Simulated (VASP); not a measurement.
# A VASP study of CoNiP (PBEsol + U): structure first, properties next, part 2 of 8

Aim: relax CoNiP, then compute properties on the relaxed cell. The start is a computed cell from the Materials Project.

VASP 6.6.1; PBEsol, DFT+U (Co d 3 eV, Ni d 5 eV), spin-polarised from a ferromagnetic start; plane waves and PAW (Co, Ni, P).

So far: Starting point; Full relaxation (PBEsol + U).

### Step 2. Full relaxation (PBEsol + U) (continued)

OUTCAR, selected parts (step 2):

```text
ion  position               nearest neighbor table
   1  0.000  0.738  0.000-   7 2.15   8 2.15   9 2.24   9 2.24   4 2.58   4 2.58   6 2.60   6 2.60
                             5 2.60   5 2.60   2 2.60   3 2.60
   2  0.262  0.262  0.000-   7 2.15   8 2.15   9 2.24   9 2.24   5 2.58   5 2.58   6 2.60   6 2.60
                             4 2.60   4 2.60   1 2.60   3 2.60
   3  0.738  0.000  0.000-   8 2.15   7 2.15   9 2.24   9 2.24   6 2.58   6 2.58   5 2.60   5 2.60
                             4 2.60   4 2.60   1 2.60   2 2.60
   4  0.000  0.395  0.500-   9 2.27   8 2.42   8 2.42   7 2.42   7 2.42   1 2.58   1 2.58   3 2.60
                             3 2.60   2 2.60   2 2.60   6 3.06   5 3.06   6 3.06   5 3.06
   5  0.605  0.605  0.500-   9 2.27   8 2.42   8 2.42   7 2.42   7 2.42   2 2.58   2 2.58   3 2.60
                             3 2.60   1 2.60   1 2.60   6 3.06   6 3.06   4 3.06   4 3.06
   6  0.395  0.000  0.500-   9 2.27   7 2.42   7 2.42   8 2.42   8 2.42   3 2.58   3 2.58   2 2.60
                             2 2.60   1 2.60   1 2.60   5 3.06   5 3.06   4 3.06   4 3.06
   7  0.333  0.667  0.000-   1 2.15   3 2.15   2 2.15   6 2.42   6 2.42   4 2.42   4 2.42   5 2.42
                             5 2.42
   8  0.667  0.333  0.000-   3 2.15   1 2.15   2 2.15   4 2.42   4 2.42   6 2.42   6 2.42   5 2.42
                             5 2.42
   9  0.000  0.000  0.500-   1 2.24   1 2.24   2 2.24   2 2.24   3 2.24   3 2.24   4 2.27   5 2.27
                             6 2.27

  LATTYP: Found a hexagonal cell.
 ALAT       =     5.7471221015
 C/A-ratio  =     0.5766418133

 Subroutine GETGRP returns: Found 12 space group operations
 (whereof 12 operations were pure point group operations)

The static configuration has the point symmetry D_3h.

 Found     20 irreducible k-points:

   k-points           NKPTS =     20   k-points in BZ     NKDIM =     20   number of bands    NBANDS=     55

   dimension x,y,z NGX =    40 NGY =   40 NGZ =   24
   dimension x,y,z NGXF=    80 NGYF=   80 NGZF=   48

   ENCUT  =  400.0 eV  29.40 Ry    5.42 a.u.   9.37  9.37  5.40*2*pi/ulx,y,z

   NELECT =      72.0000    total number of electrons

 k-points in reciprocal lattice and weights: Automatic mesh
   0.00000000  0.00000000  0.00000000       0.006
   0.20000000  0.00000000  0.00000000       0.034
   0.40000000 -0.00000000  0.00000000       0.034
   0.20000000  0.20000000  0.00000000       0.034
   0.40000000  0.20000000  0.00000000       0.034
   0.00000000  0.00000000  0.14285714       0.011
   0.20000000  0.00000000  0.14285714       0.069
   0.40000000 -0.00000000  0.14285714       0.069
   0.20000000  0.20000000  0.14285714       0.069
[...]
0.20000000  0.20000000  0.42857143       0.069
   0.40000000  0.20000000  0.42857143       0.069

atom =   1  type =  1  l = 2

 onsite density matrix

spin component  1

  0.8050 -0.0000  0.0166 -0.0000  0.0565
 -0.0000  0.7663 -0.0000  0.0074  0.0000
  0.0166 -0.0000  0.8298  0.0000  0.0096
 -0.0000  0.0074  0.0000  0.7749  0.0000
  0.0565  0.0000  0.0096  0.0000  0.7398

spin component  2

 occupancies and eigenvectors

  o =  0.7072  v =  0.0000  0.0000  0.0000  0.0000  0.0000 -0.5000 -0.0000  0.0000  0.0000  0.8660      0.0000  0.0000  0.0000  0.0000  0.0000  0.0000  0.0000  0.0000  0.0000  0.0000
  o =  0.7072  v = -0.5000 -0.0000  0.0000  0.0000  0.8660  0.0000  0.0000  0.0000  0.0000  0.0000      0.0000  0.0000  0.0000  0.0000  0.0000  0.0000  0.0000  0.0000  0.0000  0.0000
  o =  0.7620  v = -0.0000  0.8660  0.0000 -0.5000  0.0000  0.0000  0.0000  0.0000  0.0000  0.0000      0.0000  0.0000  0.0000  0.0000  0.0000  0.0000  0.0000  0.0000  0.0000  0.0000
  o =  0.7620  v =  0.0000  0.0000  0.0000  0.0000  0.0000 -0.0000  0.8660  0.0000 -0.5000  0.0000      0.0000  0.0000  0.0000  0.0000  0.0000  0.0000  0.0000  0.0000  0.0000  0.0000
  o =  0.7792  v =  0.0000  0.0000  0.0000  0.0000  0.0000 -0.0000  0.5000 -0.0000  0.8660  0.0000      0.0000  0.0000  0.0000  0.0000  0.0000  0.0000  0.0000  0.0000  0.0000  0.0000
  o =  0.7792  v = -0.0000  0.5000  0.0000  0.8660  0.0000  0.0000  0.0000  0.0000  0.0000  0.0000      0.0000  0.0000  0.0000  0.0000  0.0000  0.0000  0.0000  0.0000  0.0000  0.0000
  o =  0.8141  v =  0.5478  0.0000 -0.7746 -0.0000  0.3162  0.0000  0.0000  0.0000  0.0000  0.0000      0.0000  0.0000  0.0000  0.0000  0.0000  0.0000  0.0000  0.0000  0.0000  0.0000
  o =  0.8141  v =  0.0000  0.0000  0.0000  0.0000  0.0000  0.5478  0.0000 -0.7746 -0.0000  0.3162      0.0000  0.0000  0.0000  0.0000  0.0000  0.0000  0.0000  0.0000  0.0000  0.0000
  o =  0.8533  v =  0.0000  0.0000  0.0000  0.0000  0.0000  0.6708  0.0000  0.6325  0.0000  0.3873      0.0000  0.0000  0.0000  0.0000  0.0000  0.0000  0.0000  0.0000  0.0000  0.0000
  o =  0.8533  v =  0.6708  0.0000  0.6325  0.0000  0.3873  0.0000  0.0000  0.0000  0.0000  0.0000      0.0000  0.0000  0.0000  0.0000  0.0000  0.0000  0.0000  0.0000  0.0000  0.0000

atom =   2  type =  1  l = 2

 onsite density matrix

spin component  1

  0.8050  0.0000 -0.0166 -0.0000 -0.0565
  0.0000  0.7663 -0.0000 -0.0074 -0.0000
 -0.0166 -0.0000  0.8298 -0.0000  0.0096
 -0.0000 -0.0074 -0.0000  0.7749  0.0000
 -0.0565 -0.0000  0.0096  0.0000  0.7398

spin component  2

 occupancies and eigenvectors

  o =  0.7072  v =  0.0000  0.0000  0.0000  0.0000  0.0000 -0.5000  0.0000 -0.0000  0.0000 -0.8660      0.0000  0.0000  0.0000  0.0000  0.0000  0.0000  0.0000  0.0000  0.0000  0.0000
  o =  0.7072  v = -0.5000  0.0000 -0.0000  0.0000 -0.8660  0.0000  0.0000  0.0000  0.0000  0.0000      0.0000  0.0000  0.0000  0.0000  0.0000  0.0000  0.0000  0.0000  0.0000  0.0000
  o =  0.7620  v = -0.0000 -0.8660  0.0000 -0.5000 -0.0000  0.0000  0.0000  0.0000  0.0000  0.0000      0.0000  0.0000  0.0000  0.0000  0.0000  0.0000  0.0000  0.0000  0.0000  0.0000
  o =  0.7620  v =  0.0000  0.0000  0.0000  0.0000  0.0000 -0.0000 -0.8660  0.0000 -0.5000 -0.0000      0.0000  0.0000  0.0000  0.0000  0.0000  0.0000  0.0000  0.0000  0.0000  0.0000
  o =  0.7792  v =  0.0000  0.0000  0.0000  0.0000  0.0000  0.0000  0.5000 -0.0000 -0.8660  0.0000      0.0000  0.0000  0.0000  0.0000  0.0000  0.0000  0.0000  0.0000  0.0000  0.0000
  o =  0.7792  v =  0.0000  0.5000 -0.0000 -0.8660  0.0000  0.0000  0.0000  0.0000  0.0000  0.0000      0.0000  0.0000  0.0000  0.0000  0.0000  0.0000  0.0000  0.0000  0.0000  0.0000
  o =  0.8141  v = -0.5478 -0.0000 -0.7746  0.0000  0.3162  0.0000  0.0000  0.0000  0.0000  0.0000      0.0000  0.0000  0.0000  0.0000  0.0000  0.0000  0.0000  0.0000  0.0000  0.0000
[...]
-0.0000  0.0000 -0.0000  0.8149  0.0000
  0.0000  0.0000  0.0114  0.0000  0.8977

spin component  2

 occupancies and eigenvectors

  o =  0.8149  v = -0.0000  0.0000  0.0000 -1.0000  0.0000  0.0000  0.0000  0.0000  0.0000  0.0000      0.0000  0.0000  0.0000  0.0000  0.0000  0.0000  0.0000  0.0000  0.0000  0.0000
  o =  0.8149  v =  0.0000  0.0000  0.0000  0.0000  0.0000 -0.0000  0.0000  0.0000 -1.0000 -0.0000      0.0000  0.0000  0.0000  0.0000  0.0000  0.0000  0.0000  0.0000  0.0000  0.0000
  o =  0.8381  v =  0.0000  0.0000  0.0000  0.0000  0.0000  0.0000  1.0000 -0.0000  0.0000  0.0000      0.0000  0.0000  0.0000  0.0000  0.0000  0.0000  0.0000  0.0000  0.0000  0.0000
  o =  0.8381  v =  0.0000  1.0000 -0.0000  0.0000  0.0000  0.0000  0.0000  0.0000  0.0000  0.0000      0.0000  0.0000  0.0000  0.0000  0.0000  0.0000  0.0000  0.0000  0.0000  0.0000
  o =  0.8951  v =  0.0000  0.0000  0.2252 -0.0000 -0.9743  0.0000  0.0000  0.0000  0.0000  0.0000      0.0000  0.0000  0.0000  0.0000  0.0000  0.0000  0.0000  0.0000  0.0000  0.0000
  o =  0.8951  v =  0.0000  0.0000  0.0000  0.0000  0.0000  0.0000  0.0000  0.2252 -0.0000 -0.9743      0.0000  0.0000  0.0000  0.0000  0.0000  0.0000  0.0000  0.0000  0.0000  0.0000
  o =  0.9096  v = -1.0000  0.0000 -0.0000  0.0000 -0.0000  0.0000  0.0000  0.0000  0.0000  0.0000      0.0000  0.0000  0.0000  0.0000  0.0000  0.0000  0.0000  0.0000  0.0000  0.0000
  o =  0.9096  v =  0.0000  0.0000  0.0000  0.0000  0.0000 -1.0000  0.0000 -0.0000  0.0000 -0.0000      0.0000  0.0000  0.0000  0.0000  0.0000  0.0000  0.0000  0.0000  0.0000  0.0000
  o =  0.9470  v =  0.0000  0.0000 -0.9743  0.0000 -0.2252  0.0000  0.0000  0.0000  0.0000  0.0000      0.0000  0.0000  0.0000  0.0000  0.0000  0.0000  0.0000  0.0000  0.0000  0.0000
  o =  0.9470  v =  0.0000  0.0000  0.0000  0.0000  0.0000  0.0000 -0.0000 -0.9743  0.0000 -0.2252      0.0000  0.0000  0.0000  0.0000  0.0000  0.0000  0.0000  0.0000  0.0000  0.0000

 average (electrostatic) potential at core
       1 -75.5589       2 -75.5589       3 -75.5589       4 -77.9117       5 -77.9117
       6 -77.9117       7 -77.1683       8 -77.1683       9 -77.1020

 E-fermi :  11.8545

 spin component 1
 k-point     1 :       0.0000    0.0000    0.0000
  band No.  band energies     occupation
    ...
     34      11.1861      1.00000
     35      11.2229      1.00000
     36      11.2229      1.00000
     37      11.4207      1.00000
     38      11.7129      0.99997
     39      15.8613      0.00000
     40      15.9245      0.00000
     41      15.9245      0.00000
     42      16.3684      0.00000
     43      17.4106      0.00000
    ...

 k-point     2 :       0.2000    0.0000    0.0000
  band No.  band energies     occupation
    ...
     32      10.8835      1.00000
     33      10.9105      1.00000
     34      11.2032      1.00000
     35      11.2054      1.00000
     36      11.4294      1.00000
     37      12.0973      0.00000
     38      12.1712      0.00000
     39      15.0026      0.00000
     40      15.3506      0.00000
     41      15.5970      0.00000
    ...

 k-point     3 :       0.4000   -0.0000    0.0000
  band No.  band energies     occupation
    ...
     32      10.9672      1.00000
     33      11.1499      1.00000
     34      11.2130      1.00000
     35      11.3704      1.00000
     36      11.3772      1.00000
     37      12.7689      0.00000
     38      13.4096      0.00000
     39      13.9716      0.00000
     40      14.2552      0.00000
     41      14.7143      0.00000
    ...

 k-point     4 :       0.2000    0.2000    0.0000
  band No.  band energies     occupation
    ...
     32      10.7563      1.00000
     33      11.1098      1.00000
     34      11.1999      1.00000
     35      11.3091      1.00000
     36      11.4085      1.00000
     37      12.6562      0.00000
     38      13.0634      0.00000
     39      14.0878      0.00000
     40      14.7905      0.00000
     41      15.1650      0.00000
    ...

 k-point     5 :       0.4000    0.2000    0.0000
  band No.  band energies     occupation
    ...
     32      10.9242      1.00000
     33      11.2160      1.00000
     34      11.2245      1.00000
     35      11.3085      1.00000
     36      11.3212      1.00000
     37      13.2946      0.00000
     38      13.9593      0.00000
     39      14.0009      0.00000
     40      14.0973      0.00000
     41      14.3795      0.00000
    ...

 k-point     6 :       0.0000    0.0000    0.1429
  band No.  band energies     occupation
    ...
     33      11.1642      1.00000
     34      11.2408      1.00000
     35      11.2408      1.00000
     36      11.2705      1.00000
     37      11.2895      1.00000
     38      11.8558      0.48576
     39      14.7325      0.00000
     40      15.1966      0.00000
     41      15.7736      0.00000
     42      15.7736      0.00000
    ...

  Total        0.0614716      0.0614716     -0.0171957      0.0000000     -0.0000000      0.0000000
  in kB        1.1042346      1.1042346     -0.3088922      0.0000000     -0.0000000      0.0000000
  external PRESSURE =       0.6331923 kB  Pullay stress =       0.0000000 kB

  energy-cutoff  :      400.00
  volume of cell :       89.19
      direct lattice vectors                 reciprocal lattice vectors
     5.665204519 -0.000000000  0.000000000     0.176516134  0.101911637  0.000000000
    -2.832602260  4.906211031 -0.000000000     0.000000000  0.203823275  0.000000000
     0.000000000 -0.000000000  3.208942419    -0.000000000  0.000000000  0.311629150

 POSITION                                       TOTAL-FORCE (eV/Angst)
 -----------------------------------------------------------------------------------
     -2.09141      3.62243      3.20894        -0.004626      0.008012     -0.000000
      0.74119      1.28378     -0.00000        -0.004626     -0.008012      0.000000
      1.35022      4.90621      3.20894         0.009251     -0.000000      0.000000
     -1.12144      1.94239      1.60447         0.002056     -0.003560      0.000000
      1.71116      2.96382      1.60447         0.002056      0.003560     -0.000000
      2.24288     -0.00000      1.60447        -0.004111      0.000000      0.000000
     -0.00000      3.27081      3.20894         0.000000      0.000000      0.000000
      2.83260      1.63540      3.20894         0.000000      0.000000      0.000000
      5.66520     -0.00000      1.60447         0.000000      0.000000      0.000000
 -----------------------------------------------------------------------------------
    total drift:                               -0.000006     -0.000011      0.000000

  FREE ENERGIE OF THE ION-ELECTRON SYSTEM (eV)
  ---------------------------------------------------
  free  energy   TOTEN  =       -48.6742202733 eV

  energy  without entropy=      -48.6708286854  energy(sigma->0) =      -48.67252448

 reached required accuracy - stopping structural energy minimisation

 total charge
# of ion       s       p       d       tot
------------------------------------------
    1        0.473   0.698   7.786   8.958
    2        0.473   0.698   7.786   8.958
    3        0.473   0.698   7.786   8.958
    4        0.428   0.576   8.769   9.774
    5        0.428   0.576   8.769   9.774
    6        0.428   0.576   8.769   9.774
    7        1.000   1.455   0.000   2.455
    8        1.000   1.455   0.000   2.455
    9        0.985   1.509   0.000   2.494
--------------------------------------------------
tot          5.689   8.242  49.667  63.598

 magnetization (x)
# of ion       s       p       d       tot
------------------------------------------
    1       -0.000  -0.000  -0.000  -0.000
    2       -0.000  -0.000  -0.000  -0.000
    3       -0.000  -0.000  -0.000  -0.000
    4        0.000   0.000  -0.000   0.000
    5        0.000   0.000  -0.000   0.000
    6        0.000   0.000  -0.000   0.000
    7       -0.000  -0.000   0.000  -0.000
    8       -0.000  -0.000   0.000  -0.000
    9       -0.000  -0.000   0.000  -0.000
--------------------------------------------------
tot         -0.000  -0.000  -0.000  -0.000

[... 1 further part left out ...]
```

The moments of the start collapse, so the state is non-magnetic; other starts or orders were not tried. A U on the itinerant d states of such a compound is hard to justify; it moves the bands at the Fermi level. The PAW data sets were made with PBE, which is usual practice but a small mismatch for other functionals. The run keeps the 12 symmetry operations of its start, so it cannot find a distortion of lower symmetry.

Step by step:

```tsv
step	energy less that of the first step (eV)	largest force (eV/Å)	pressure (GPa)	volume (Å³)
1	0.0000	0.0272	-13.54	94.80
2	0.1735	0.2670	22.88	83.10
3	-0.2428	0.0931	-0.19	89.46
4	-0.2429	0.0954	-0.05	89.35
5	-0.2427	0.0980	0.26	89.25
6	-0.2513	0.0362	0.50	89.14
7	-0.2532	0.0533	0.46	89.05
8	-0.2532	0.0277	-0.58	89.42
9	-0.2536	0.0286	-0.15	89.24
10	-0.2536	0.0307	-0.18	89.23
11	-0.2535	0.0416	0.10	89.14
12	-0.2536	0.0312	0.08	89.21
13	-0.2536	0.0295	0.08	89.23
14	-0.2537	0.0143	-0.14	89.24
15	-0.2537	0.0099	-0.16	89.24
16	-0.2537	0.0093	0.06	89.19
```

```tsv
conventional cell, symmetrised	before	after	change
a (Å)	5.747	5.665	-1.4 %
b (Å)	5.747	5.665	-1.4 %
c (Å)	3.314	3.209	-3.2 %
volume (Å³/atom)	10.53	9.91	-5.9 %
```

Final coordinates:

```xyz
9
Lattice="5.6652 0.0000 0.0000 -2.8326 4.9062 0.0000 0.0000 0.0000 3.2089" Properties=species:S:1:pos:R:3 pbc="T T T"
Co   -2.0914    3.6224    0.0000
Co    0.7412    1.2838    0.0000
Co    4.1828    0.0000    0.0000
Ni   -1.1214    1.9424    1.6045
Ni    1.7112    2.9638    1.6045
Ni    2.2429    0.0000    1.6045
P     0.0000    3.2708    0.0000
P     2.8326    1.6354    0.0000
P     0.0000    0.0000    1.6045
```

This step gave:

```yaml
electrons: 72
bands: 55
irreducible_k_points: 20
symmetry_operations: 12
free_energy_toten: -48.67 eV
energy_at_zero_smearing: -48.67 eV
fermi_energy: 11.85 eV
pressure: 0.06332 GPa
metallic: yes
scf_cycles_over_all_ionic_steps: 134
```

The spin moment in the PAW sphere vanishes on all atoms.

It ends with a largest force of 0.009 eV/Å and a pressure of 0.06 GPa.

[end of part 2 of 8]

[Lines on the potential files, build, host, timing and source positions are cut from VASP's logs without a mark.]

[Logs are printed without paths, hosts, clocks, repeated set-up lines and the standing remarks that a program may print on its own settings, such as how far it seeks lower states.]

[Hosts, paths, dates, database ids (printed as entryN), source tags and the programs' standing remarks are cut or masked in the printed files.]

[A measured line is paired with the nearest computed mode of its activity, which favours agreement.]
